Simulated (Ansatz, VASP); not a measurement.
# Al: VASP beside Ansatz, part 2 of 2

Aim: how closely do two programs agree when they are given the same cell, functional and k mesh? The cell is taken from a series of runs on this material, whose earlier steps may have relaxed, scaled, displaced or heated it; both programs get it as it stands.

VASP 6.6.1 and Ansatz 0.2.0.

So far. Step 3 (VASP: single point, PBEsol, pair 1): The run ends at a pressure of -0.25 GPa, with forces up to 0.28 eV/Å.

**6. VASP: single point, PBEsol, pair 2**

Level of this step: PBEsol; plane waves and PAW (Al) (VASP).

The same cell, functional, mesh and smearing now go to VASP, with its own data sets.

Contents of INCAR:

```
SYSTEM = Al
PREC = Accurate
ENCUT = 400
EDIFF = 1E-06
NELM = 120
ISMEAR = 1
SIGMA = 0.2
LREAL = .FALSE.
ALGO = Normal
GGA = PS
NBANDS = 15
LORBIT = 11
LWAVE = .FALSE.
LCHARG = .FALSE.
ISIF = 2
LDIPOL = .TRUE.
IDIPOL = 3
DIPOL = 0.5 0.5 0.267
LVHAR = .TRUE.
LASPH = .TRUE.
GGA_COMPAT = .FALSE.
NELMDL = -8
KPAR = 2
```

Contents of POSCAR:

```
Al
1.0
    1.9238061815      1.9238061815      0.0000000000
   -3.8476123630      3.8476123630      0.0000000000
    0.0000000000      0.0000000000     31.8800272000
Al
6
Direct
    0.8823820340      0.5000000000      0.1992423379
    0.1176179660      0.0000000000      0.1992423379
    0.5000000000      0.2500000000      0.2672519677
    0.5000000000      0.7500000000      0.2672519677
    0.1176179660      0.5000000000      0.3352615976
    0.8823820340      0.0000000000      0.3352615976
```

Contents of KPOINTS:

```
Automatic mesh
0
Gamma
14 8 1
0 0 0
```

PAW data sets: Al (PBE family, release 64).

On the command line:

```sh
$ mpirun -np 2 vasp_std
```

Numbers of over 12 decimals in the logs are rounded to 6 here.

The program printed:

```text
[banner, memory and clock lines left out]
running    2 mpi-ranks, on    1 nodes
[...]
[... a notice as in an earlier step ...]

 LDA part: xc-table for (Slater+PW92), standard interpolation
 POSCAR, INCAR and KPOINTS ok, starting setup
[...]
entering main loop
       N       E                     dE             d eps       ncg     rms          rms(c)
DAV:   1     0.650480029360E+02    0.65048E+02   -0.45801E+03  1200   0.641E+02
DAV:   2    -0.202920059344E+02   -0.85340E+02   -0.80177E+02  1724   0.128E+02
DAV:   3    -0.234884840067E+02   -0.31965E+01   -0.31574E+01  1572   0.285E+01
DAV:   4    -0.236077680428E+02   -0.11928E+00   -0.11923E+00  2012   0.683E+00
[...]
DAV:  23    -0.224790642660E+02   -0.41617E-05   -0.87249E-08   999   0.154E-03    0.259E-04
DAV:  24    -0.224790672719E+02   -0.30059E-05   -0.33202E-08   880   0.809E-04    0.189E-04
DAV:  25    -0.224790680971E+02   -0.82521E-06   -0.79362E-09   915   0.587E-04
   1 F= -.22479068E+02 E0= -.22480325E+02  d E =0.377156E-02
```

From OUTCAR (step 6):

```text
  Total       -0.6702709     -0.6702709      0.8846694      1.6657249      0.0000000      0.0000000
  in kB       -2.2754100     -2.2754100      3.0032417      5.6547390      0.0000000      0.0000000
  external PRESSURE =      -0.5158594 kB  Pullay stress =       0.0000000 kB

 POSITION                                       TOTAL-FORCE (eV/Angst)
 -----------------------------------------------------------------------------------
     -0.22627      3.62134      6.35185         0.034143      0.034143     -0.103977
      0.22627      0.22627      6.35185        -0.034143     -0.034143     -0.103977
      0.00000      1.92381      8.52000         0.000000     -0.000000      0.000000
     -1.92381      3.84761      8.52000         0.000000     -0.000000      0.000000
     -1.69753      2.15008     10.68815        -0.034143     -0.034143      0.103977
      1.69753      1.69753     10.68815         0.034143      0.034143      0.103977
 -----------------------------------------------------------------------------------
    total drift:                                0.000000      0.000000      0.000018

  FREE ENERGIE OF THE ION-ELECTRON SYSTEM (eV)
  ---------------------------------------------------
  free  energy   TOTEN  =       -22.4790680971 eV

  energy  without entropy=      -22.4828396540  energy(sigma->0) =      -22.48032528

[... 1 part as in an earlier step ...]

[... 2 further parts left out ...]
[key lines of the parts left out:]
E-fermi :  -1.6616
```

The run ends at a pressure of -0.05 GPa, with forces up to 0.11 eV/Å.

**7. Comparison**

Forces (eV/Å; atoms numbered as in POSCAR):

```tsv
atom	Ansatz x, y, z	VASP x, y, z
Al1	0.034, 0.034, -0.099	0.034, 0.034, -0.104
Al2	-0.034, -0.034, -0.099	-0.034, -0.034, -0.104
Al3	0.000, 0.000, 0.000	0.000, 0.000, 0.000
Al4	0.000, 0.000, 0.000	0.000, 0.000, 0.000
Al5	-0.034, -0.034, 0.099	-0.034, -0.034, 0.104
Al6	0.034, 0.034, 0.099	0.034, 0.034, 0.104
```

The forces differ by 2.2 meV/Å r.m.s., which is 4.0 % of the r.m.s. force of 0.054 eV/Å (both taken over all components). With vacuum in the cell, a pressure given here is an average over mostly empty space and none of the material.

**8. Ansatz: single point, PBEsol, pair 3**

With cell and atoms fixed, the geometry can't cause a difference; cores, projectors, grids and the points listed under the comparison can.

The cell is taken from a series of runs on this material, whose earlier steps may have relaxed, scaled, displaced or heated it; both programs get it as it stands.

Contents of input.yaml:

```yaml
crystal:
  lattice:
    - [1.9238061815, 1.9238061815, 0.0]
    - [-3.847612363, 3.847612363, 0.0]
    - [0.0, 0.0, 31.8800272]
  atoms:
    - { symbol: Al, position: [-0.1654002646, 0.5, 0.1992423379] }
    - { symbol: Al, position: [0.1654002646, 0.0, 0.1992423379] }
    - { symbol: Al, position: [0.5, 0.25, 0.2672519677] }
    - { symbol: Al, position: [0.5, 0.75, 0.2672519677] }
    - { symbol: Al, position: [0.1654002646, 0.5, 0.3352615976] }
    - { symbol: Al, position: [-0.1654002646, 0.0, 0.3352615976] }
  periodic: [true, true, false]
kpoints:
  mp_grid: { grid: [14, 8, 1] }
hamiltonian:
  xc: pbesol
  pseudopotentials: { kind: paw, azcp: { folder: soft_1 }, xc_functional: pbe }
scf:
  occupations: { method: methfessel_paxton, width: 0.2 }
output:
  forces: true
  stress: true
  eigenvalues: true
```

On the command line:

```sh
$ ansatz run input.yaml --threads 4 --pin off --max-ram 16384MiB --backend cpu --events-out ev --progress --plain --runs-dir out
```

The program printed:

```text
[...]
Crystal: 6 atoms, lattice volume = 471.956 Å³
Basis set: ecut = 420 eV, 9253 PW (Γ), exchange–correlation on 40×80×432 points (8 copies of the dense FFT grid, shifted against one another)
Bands: 15, of which v1, the nominal top of the filled ones, is band 9 counted from 1 (8 counted from 0)
Symmetry: 8 space group operations
[...]
k-points: 40 of 112
[...]
k-point 1: bands = [... 5 lower, -8.6218, -6.7417, -6.7009, -6.1148, -3.6994, -3.2489, -2.9473, -0.7385 (-0.7385°), ... 2 higher]
  k-point 2: bands = [... 5 lower, -7.2790, -7.0063, -6.4826, -5.3595, -4.1383, -2.7369, -2.3720, -0.4604, ... 2 higher]
  k-point 39: bands = [... 5 lower, -7.0409, -6.6431, -6.6431, -3.9148, -3.9148, -3.6550, -3.6550, -0.9587, ... 2 higher]
  ° read free of the cell's end (the report's vacuum.weakly_bound_levels)
[key lines of the parts left out:]
SCF converged after 7 iterations
Free energy (F): -3145.174846 eV
Fermi energy:    -4.228077 eV
P = ½ c Tr σ = -1.4700 N/m
```

**9. VASP: single point, PBEsol, pair 3**

The same cell, functional, mesh and smearing now go to VASP, with its own data sets.

INCAR is that of step 6.

Contents of POSCAR:

```
Al
1.0
    1.9238061815      1.9238061815      0.0000000000
   -3.8476123630      3.8476123630      0.0000000000
    0.0000000000      0.0000000000     31.8800272000
Al
6
Direct
    0.8345997354      0.5000000000      0.1992423379
    0.1654002646      0.0000000000      0.1992423379
    0.5000000000      0.2500000000      0.2672519677
    0.5000000000      0.7500000000      0.2672519677
    0.1654002646      0.5000000000      0.3352615976
    0.8345997354      0.0000000000      0.3352615976
```

KPOINTS is that of step 6.

On the command line:

```sh
$ mpirun -np 2 vasp_std
```

The program printed:

```text
[... set-up lines as in an earlier step ...]
 entering main loop
       N       E                     dE             d eps       ncg     rms          rms(c)
DAV:   1     0.651035170042E+02    0.65104E+02   -0.45802E+03  1200   0.641E+02
DAV:   2    -0.203142533383E+02   -0.85418E+02   -0.80362E+02  1725   0.128E+02
DAV:   3    -0.235019716430E+02   -0.31877E+01   -0.31477E+01  1579   0.284E+01
DAV:   4    -0.236204096659E+02   -0.11844E+00   -0.11839E+00  1982   0.679E+00
[...]
DAV:  23    -0.224325680611E+02   -0.35652E-05   -0.98430E-08   985   0.168E-03    0.220E-04
DAV:  24    -0.224325716557E+02   -0.35945E-05   -0.50231E-08   894   0.984E-04    0.243E-04
DAV:  25    -0.224325723902E+02   -0.73450E-06   -0.83538E-09   950   0.631E-04
   1 F= -.22432572E+02 E0= -.22432702E+02  d E =0.389850E-03
```

From OUTCAR (step 9):

```text
  Total       -1.3119707     -1.3119707      2.0845937      1.7122424      0.0000000      0.0000000
  in kB       -4.4538278     -4.4538278      7.0766985      5.8126547      0.0000000      0.0000000
  external PRESSURE =      -0.6103190 kB  Pullay stress =       0.0000000 kB

 POSITION                                       TOTAL-FORCE (eV/Angst)
 -----------------------------------------------------------------------------------
     -0.31820      3.52941      6.35185         0.097453      0.097453     -0.242273
      0.31820      0.31820      6.35185        -0.097453     -0.097453     -0.242273
      0.00000      1.92381      8.52000         0.000000     -0.000000      0.000000
     -1.92381      3.84761      8.52000         0.000000     -0.000000      0.000000
     -1.60561      2.24200     10.68815        -0.097453     -0.097453      0.242273
      1.60561      1.60561     10.68815         0.097453      0.097453      0.242273
 -----------------------------------------------------------------------------------
    total drift:                                0.000000      0.000000      0.000026

  FREE ENERGIE OF THE ION-ELECTRON SYSTEM (eV)
  ---------------------------------------------------
  free  energy   TOTEN  =       -22.4325723902 eV

  energy  without entropy=      -22.4329622406  energy(sigma->0) =      -22.43270234

[... 2 parts as in an earlier step ...]

[... 1 further part left out ...]
[key lines of the parts left out:]
E-fermi :  -1.6539
```

The run ends at a pressure of -0.06 GPa, with forces up to 0.28 eV/Å.

**10. Comparison**

Forces (eV/Å; atoms numbered as in POSCAR):

```tsv
atom	Ansatz x, y, z	VASP x, y, z
Al1	0.097, 0.097, -0.237	0.097, 0.097, -0.242
Al2	-0.097, -0.097, -0.237	-0.097, -0.097, -0.242
Al3	0.000, 0.000, 0.000	0.000, 0.000, 0.000
Al4	0.000, 0.000, 0.000	0.000, 0.000, 0.000
Al5	-0.097, -0.097, 0.237	-0.097, -0.097, 0.242
Al6	0.097, 0.097, 0.237	0.097, 0.097, 0.242
```

The forces differ by 2.5 meV/Å r.m.s., which is 1.9 % of the r.m.s. force of 0.131 eV/Å (both taken over all components). With vacuum in the cell, a pressure given here is an average over mostly empty space and none of the material.

**11. Results**

```yaml
r_m_s_force_difference_single_point_pbesol_pair_1: 2.4 meV/Å
r_m_s_force_difference_single_point_pbesol_pair_2: 2.2 meV/Å
r_m_s_force_difference_single_point_pbesol_pair_3: 2.5 meV/Å
```

The r.m.s. force difference is 2.5 meV/Å (single point, PBEsol, pair 3), within the 12 meV/Å picked in this series as the mark of a large difference. 5 further runs of this series are not shown here. How closely two codes agree says nothing of how well the functional describes the real material.

[Lines on the potential files, build, host, timing and source positions are cut from VASP's logs without a mark.]

[Logs are printed without paths, hosts, clocks, repeated set-up lines and the standing remarks that a program may print on its own settings, such as how far it seeks lower states.]

[Hosts, paths, dates, database ids (printed as entryN), source tags and the programs' standing remarks are cut or masked in the printed files.]
